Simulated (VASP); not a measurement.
Input of a VASP 6.6.1 run:

POSCAR

```
Ag2HgPb4
1.0
    6.4732854811      0.4075460070      0.3469800573
    0.4141004157      5.7489955900      1.0768495358
    0.3447072111      1.0955293207      5.2777898779
Hg Ag Pb
1 2 4
Direct
    1.1049998398      1.0489524489      1.1102618069
    0.8530721228      0.6863081649      0.5539193814
    0.5349735524      1.0078323813      0.2740579685
    0.2142405263      0.3613166403      0.4275278392
    0.2547098268      0.7291641436      0.7627003470
    0.6983859051      0.5414751222      0.1302333484
    0.7324522267      0.1295660988      0.7235883086
```

INCAR.step1

```
SYSTEM = Ag2HgPb4
PREC = Accurate ; ENCUT = 520
ISMEAR = -1 ; SIGMA = 0.1
LREAL = .FALSE. ; LASPH = .TRUE.
NELM = 100 ; NBANDS = 54
GGA = PE ; ALGO = Normal
EDIFF = 1E-4 ; LWAVE = .TRUE.
LCHARG = .FALSE.
```

Contents of INCAR.step2:

```
SYSTEM = Ag2HgPb4
PREC = Accurate ; ENCUT = 520
EDIFF = 1E-6 ; ISMEAR = -1
SIGMA = 0.1 ; LREAL = .FALSE.
LASPH = .TRUE. ; NELM = 100
ALGO = Normal ; ISIF = 2
LWAVE = .FALSE. ; LCHARG = .TRUE.
METAGGA = R2SCAN ; LMIXTAU = .TRUE.
LELF = .TRUE. ; LVHAR = .TRUE.
NBANDS = 54 ; ISTART = 1
```

File KPOINTS:

```
Automatic mesh
0
Gamma
  3 3 3
  0 0.5 0
```

Potentials or basis: VASP PAW PBE potentials, release 64 (Hg, Ag, Pb_d).

Run with:

```console
$ cat potpaw_PBE.64/Hg/POTCAR potpaw_PBE.64/Ag/POTCAR potpaw_PBE.64/Pb_d/POTCAR > POTCAR
$ cp INCAR.step1 INCAR
$ mpirun -np 1 vasp_std > vasp.out
$ cp INCAR.step2 INCAR
$ mpirun -np 1 vasp_std > vasp.out
```

Problem. Predict the band gap on the k mesh.

Solution. None (metal or under the smearing width).

Problem. What does it give for the pressure?

Solution. 0.0 GPa.

Problem. Estimate the largest force.

Solution. 0.011 eV/Å.

Forces on the atoms (eV/Å):
```
Hg  -0.004  0.005 -0.005
Ag  -0.003 -0.007  0.007
Ag   0.006  0.001 -0.001
Pb   0.005  0.007  0.002
Pb   0.004 -0.008 -0.002
Pb  -0.003  0.001 -0.004
Pb  -0.005  0.001  0.002
```

Caveat: the k mesh is coarse (spacing up to 0.42 Å⁻¹), so the values aren't converged; the PAW data sets were made with another functional, which shifts forces and pressure a little. Spin-orbit coupling is left out, which matters for the levels of Hg, Pb.
